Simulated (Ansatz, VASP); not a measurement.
Hg3SbAs in VASP and in Ansatz

```
CELL_PARAMETERS angstrom
6.44000 0.00000 0.00000
0.00000 6.44000 0.00000
0.00000 0.00000 6.44000
ATOMIC_POSITIONS crystal
As 0.00000 0.00000 0.00000
Sb 0.50000 0.50000 0.50000
Hg 0.50000 0.50000 0.00000
Hg 0.50000 0.00000 0.50000
Hg 0.00000 0.50000 0.50000
```

The cell comes from a database or a generator and needn't be the stable form of this composition.

Alike in both runs: task single point; functional PBE; k mesh 4 × 4 × 4; occupations gaussian, width 0.05 eV; no spin polarisation.

```csv
,VASP,Ansatz
version,VASP 6.6.1,Ansatz 0.2.0
potentials or method,"VASP PAW PBE potentials, release 64 (As, Sb, Hg)","scalar-relativistic, plane waves, PAW"
plane-wave cutoff (eV),520,420
valence electrons in the cell,46,90
```

```csv
,VASP,Ansatz,Ansatz less VASP
gap on the k mesh at the Fermi level (eV),none,none,-
pressure (GPa),-3.0,-3.0,+0.01
```

A gap of «none» marks a metal or a gap that the smearing closes. The functional is the same, so the differences come from potentials, cutoffs and numerics. The two sets of potentials don't hold the same shells in valence.

The runs have no spin-orbit coupling, so splittings on Hg, Sb are missing.
